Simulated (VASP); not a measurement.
Write the native input for VASP 6.6.1 that does the following.

```yaml
Task: single point
Functional: PBEsol
Potentials_or_basis: VASP PAW PBE potentials, release 64 (Se, Ti_sv)
Cutoff: 520 eV
k_mesh: 12 × 12 × 1
Occupations: methfessel-paxton, width 0.1 eV
Spin: no spin polarisation
Dipole_correction: yes
Further_INCAR_settings: ALGO = Normal; EDIFF = 1e-06
```

The structure of TiSe2 lies in POSCAR:

```
TiSe2
1.0
    3.4768805100      0.0000000000      0.0000000000
   -1.7384397400      3.0110665500      0.0000000000
    0.0000000000      0.0000000000     29.9580071900
Se Ti
6 3
Direct
    0.6666670000      0.3333340000      0.2503504300
    0.3333330000      0.6666660000      0.3536331100
    0.6666670000      0.3333340000      0.4483586600
    0.3333330000      0.6666660000      0.5516413400
    0.6666670000      0.3333340000      0.6463668900
    0.3333330000      0.6666660000      0.7496495700
    0.0000000000      0.0000000000      0.3019917700
    0.0000000000      0.0000000000      0.5000000000
    0.0000000000      0.0000000000      0.6980082300
```

One way to write it, as run:

INCAR

```
SYSTEM = TiSe2
ALGO = Normal
DIPOL = 0.5 0.5 0.500
EDIFF = 1E-6
ENCUT = 520
GGA = PS
ICORELEVEL = 1
IDIPOL = 3
ISIF = 2
ISMEAR = 1
KPAR = 4
LASPH = .True.
LCHARG = .False.
LDIPOL = .True.
LREAL = .False.
LVACPOTAV = .True.
LVHAR = .True.
LWAVE = .False.
NELM = 80
PREC = Accurate
SIGMA = 0.1
```

KPOINTS

```
k-points
0
Gamma
  12 12 1
  0 0 0
```

Potentials or basis: VASP PAW PBE potentials, release 64 (Se, Ti_sv).

The run is started by

```console
$ cat potpaw_PBE.64/Se/POTCAR potpaw_PBE.64/Ti_sv/POTCAR > POTCAR
$ mpirun -np 4 vasp_std > vasp.out
```

It gave:

| Item | Value |
| --- | --- |
| Largest force | 0.076 eV/Å |
| Band gap on the k mesh | none (metal or under the smearing width) |
| Work function of the upper face | 5.39 eV |
| Work function of the lower face | 5.39 eV |

Caveat: the PAW data sets were made with another functional, which shifts forces and pressure a little.

It took 3.6 min on 4 MPI ranks on Intel(R) Xeon(R) Platinum 8488C (Sapphire Rapids) (shared host), peak memory 0.55 GiB a rank.
